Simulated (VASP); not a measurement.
A (110) film of SiC (zinc blende) is held to a substrate: the a axis is strained and b keeps its length, while the normal axis and the ions relax (no surfaces; a periodic cell). The unstrained cell:

```
CELL_PARAMETERS angstrom
      4.32959     0.00000     0.00000
      0.00000     3.06391     0.00000
      0.00000     0.00000     3.06391
ATOMIC_POSITIONS crystal
  Si 0.00000 0.00000 0.00000
  Si 0.50000 0.50000 0.50000
  C  0.25000 0.00000 0.50000
  C  0.75000 0.50000 0.00000
```

Level of theory: LDA (Ceperley-Alder, Perdew-Zunger), VASP's LDA PAW potentials (set 64) (plane waves; VASP). The films relaxed at 620 eV, and energies and bands are at 520 eV on a 5×7×7 Γ-centred mesh. The normal strain counts from the bulk cell relaxed at the lower cut-off; gaps come from mesh and path in this cell's own zone, into which the crystal's zone is folded, and 0.00 means none. mBJ runs use the same cells.

```json
[
 {"strain along a (%)": "-2", "strain along the normal (%)": "[?]", "E over the lowest row (meV/atom)": "[?]", "gap, LDA (eV)": "[?]", "gap, mBJ (eV)": "[?]"},
 {"strain along a (%)": "-1", "strain along the normal (%)": "+0.22", "E over the lowest row (meV/atom)": "0.1", "gap, LDA (eV)": "1.15", "gap, mBJ (eV)": "2.19"},
 {"strain along a (%)": "+1", "strain along the normal (%)": "-0.32", "E over the lowest row (meV/atom)": "0.0", "gap, LDA (eV)": "1.22", "gap, mBJ (eV)": "2.26"},
 {"strain along a (%)": "+2", "strain along the normal (%)": "[?]", "E over the lowest row (meV/atom)": "[?]", "gap, LDA (eV)": "[?]", "gap, mBJ (eV)": "[?]"}
]
```

Problem. Some entries are withheld; supply them.

Solution. 
- -2, strain along the normal (%): +0.51
- -2, E over the lowest row (meV/atom): 3.6
- -2, gap, LDA (eV): 1.03
- -2, gap, mBJ (eV): 2.06
- +2, strain along the normal (%): -0.58
- +2, E over the lowest row (meV/atom): 3.4
- +2, gap, LDA (eV): 1.15
- +2, gap, mBJ (eV): 2.19

Runs of the series that failed, ran out of time, didn't relax or are held back are left out.

The compound is SiC in the zinc blende structure.
